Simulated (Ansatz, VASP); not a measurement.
# VWC2 in VASP and in Ansatz

The input INCAR:

```
SYSTEM = VWC2
ALGO = Normal
EDIFF = 1E-7
ENCUT = 520
GGA = PE
ISIF = 2
ISMEAR = -1
ISPIN = 2
LASPH = .True.
LCHARG = .False.
LMAXMIX = 4
LORBIT = 11
LREAL = .False.
LWAVE = .False.
MAGMOM = 0 2 0 0
NBANDS = 30
NELM = 100
PREC = Accurate
SIGMA = 0.05
```

Contents of KPOINTS:

```
k-points
0
Gamma
  10 10 10
  0 0 0
```

Contents of POSCAR:

```
VWC2
1.0
    1.5068593255      0.8699856372      4.9007788181
   -1.5068593255      0.8699856372      4.9007788181
    0.0000000000     -1.7399712744      4.9007788181
W V C
1 1 2
Direct
    0.0000000000      0.0000000000      0.0000000000
    0.5000000000      0.5000000000      0.5000000000
    0.2464940000      0.2464940000      0.2464940000
    0.7535060000      0.7535060000      0.7535060000
```

input.yaml

```yaml
crystal:
  lattice:
    - [1.5068593255, 0.8699856372, 4.9007788181]
    - [-1.5068593255, 0.8699856372, 4.9007788181]
    - [0.0, -1.7399712744, 4.9007788181]
  atoms:
    - { symbol: W, position: [0.0, 0.0, 0.0] }
    - { symbol: V, position: [0.5, 0.5, 0.5], spin: 2.0 }
    - { symbol: C, position: [0.246494, 0.246494, 0.246494] }
    - { symbol: C, position: [0.753506, 0.753506, 0.753506] }
hamiltonian:
  xc: pbe
  pseudopotentials: { kind: paw }
magnetization:
  spin_polarized: true
kpoints:
  mp_grid: { grid: [10, 10, 10] }
scf:
  occupations: { method: fermi_dirac, width: 0.05 }
output:
  forces: true
  stress: true
  eigenvalues: true
```

Change from the starting cell: volume scaled by 0.98.

Alike in both runs: task single point; functional PBE; k mesh 10 × 10 × 10; occupations fermi-dirac, width 0.05 eV; collinear spin, ferromagnetic start.

```csv
,VASP,Ansatz
version,VASP 6.6.1,Ansatz 0.2.0
potentials or method,"VASP PAW PBE potentials, release 64 (W_sv, V_sv, C)",Ansatz PAW
plane-wave cutoff (eV),520,420
valence electrons in the cell,35,35
```

VASP gave:

- gap on the k mesh at the Fermi level (eV): none
- pressure (GPa): 5.7
- largest component of the traceless stress (GPa): 0.44
- rms of the force components (eV/Å): 0.005
- net moment per atom (μB): 0.00

Question: Estimate Ansatz's values.

Answer: gap on the k mesh at the Fermi level (eV): none; pressure (GPa): 4.9; largest component of the traceless stress (GPa): 0.40; rms of the force components (eV/Å): 0.000; net moment per atom (μB): 0.00.

Atom by atom the forces differ by 0.005 eV/Å (rms over components). A gap of «none» marks a metal or a gap that the smearing closes.

Caveats: the pressure holds a Pulay correction of +0.4 GPa for the finite cutoff (Ansatz); the starting moments weren't kept (Ansatz). Spin-orbit coupling is left out, which matters for the levels of W.
